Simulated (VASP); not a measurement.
Consider the following.

```
CELL_PARAMETERS angstrom
      0.00000     2.67752     2.67752
      2.67752     0.00000     2.67752
      2.67752     2.67752     0.00000
ATOMIC_POSITIONS crystal
  Na 0.00000 0.00000 0.00000
  I  0.50000 0.50000 0.50000
```

All values below come from LDA (Ceperley-Alder, Perdew-Zunger), VASP's LDA PAW potentials (set 64) (plane waves; VASP). Settings: 500 eV cut-off, 9×9×9 Γ-centred mesh, Gaussian smearing of 0.050 eV, potentials Na_pv I.

Question: Predict the energy per atom (σ→0), pressure.

Answer: 
```yaml
energy per atom (σ→0): -2.319 eV/atom
pressure: 30.06 GPa
```

Only differences to runs with the same potentials and settings are physical.

The compound is NaI in the rock salt structure. It was relaxed first under an external pressure of 30 GPa.
